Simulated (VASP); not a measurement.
VASP ran on this input.

INCAR:
```
! general
SYSTEM =TiS2
PREC   =Accurate
ENCUT  =300
LREAL  =.FALSE.
LASPH  =.TRUE.

! electronic loop
EDIFF  =1E-6
NELM   =100
ALGO   =Normal
LMAXMIX=4

! smearing
ISMEAR =-1
SIGMA  =0.05

! functional
GGA    =PE

! ions
ISIF   =2

! output
LWAVE  =.FALSE.
LCHARG =.FALSE.
```

File POSCAR:
```
TiS2
1
    5.4873020000     0.0000000000     0.0000000000
    0.0000000000     5.4873020000     0.0000000000
    0.0000000000     0.0000000000     3.5338510000
Ti S
2 4
Direct
  0.0000000000   0.0000000000   0.0000000000
  0.5000000000   0.5000000000   0.5000000000
  0.3049600000   0.3049600000   0.0000000000
  0.8049600000   0.1950400000   0.5000000000
  0.1950400000   0.8049600000   0.5000000000
  0.6950400000   0.6950400000   0.0000000000
```

KPOINTS:
```
Automatic mesh
0
Gamma
3 3 5
0 0 0
```

POTCAR, in this order: Ti_sv S (PBE.64 set). Program: vasp_std.

Write an equivalent input for Quantum ESPRESSO's pw.x.

One equivalent input (not run):
```
&CONTROL
  calculation = 'scf'
  pseudo_dir = './pseudo'
  outdir = './out'
  tprnfor = .true.
  tstress = .true.
/
&SYSTEM
  ibrav = 0
  nat = 6
  ntyp = 2
  ecutwfc = 84
  occupations = 'smearing'
  smearing = 'fermi-dirac'
  degauss = 0.003675
  input_dft = 'pbe'
/
&ELECTRONS
  conv_thr = 7.3e-08
  electron_maxstep = 100
/
ATOMIC_SPECIES
  Ti 47.867 Ti.upf
  S 32.060 S.upf
CELL_PARAMETERS angstrom
     5.4873020    0.0000000    0.0000000
     0.0000000    5.4873020    0.0000000
     0.0000000    0.0000000    3.5338510
ATOMIC_POSITIONS crystal
  Ti   0.0000000  0.0000000  0.0000000
  Ti   0.5000000  0.5000000  0.5000000
  S    0.3049600  0.3049600  0.0000000
  S    0.8049600  0.1950400  0.5000000
  S    0.1950400  0.8049600  0.5000000
  S    0.6950400  0.6950400  0.0000000
K_POINTS automatic
  3 3 5 0 0 0
```
What does not carry over: the potentials are each code's own (VASP's PAW set, PseudoDojo norm-conserving files in pw.x), so ENCUT and ecutwfc are chosen apart and not converted; conv_thr bounds pw.x's estimated SCF error, while EDIFF bounds the energy change between steps.

The structure was generated: TiS2 was put into an ordered model structure, which need not be its known phase. The cell was not relaxed at this level, and its volume differs by -5.9 % from the start's. The k-mesh is coarse (spacing up to 0.38 per Å, 2π included), so the numbers may not be converged in it.
